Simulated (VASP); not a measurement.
BN:

```
CELL_PARAMETERS angstrom
2.50650 0.00000 0.00000
-1.25325 2.17069 0.00000
0.00000 0.00000 6.57374
ATOMIC_POSITIONS crystal
B 0.33333 0.66667 0.25000
B 0.66667 0.33333 0.75000
N 0.33333 0.66667 0.75000
N 0.66667 0.33333 0.25000
```

Base run:

* Program: VASP 6.6.1
* Functional: r2SCAN
* Potentials or basis: VASP PAW PBE potentials, release 64 (B, N)
* Cutoff: 520 eV
* k mesh: 12 × 12 × 4
* Occupations: gaussian, width 0.03 eV
* Spin: no spin polarisation

Its results: band gap on the k mesh 4.85 eV, indirect (least direct gap 5.26 eV); pressure -0.8 GPa.

Task: The run is repeated on the same cell with these changes: functional from r2SCAN to PBE; dispersion from none to D3(BJ). What comes out?

Result: Band gap on the k mesh 4.25 eV, indirect (least direct gap 4.63 eV); pressure 0.1 GPa.

Several settings changed at once, so the effect can't be laid on one alone.

Caveats: the PAW data sets were made with another functional, which shifts forces and pressure a little (some runs).

A k mesh can miss the band edges.
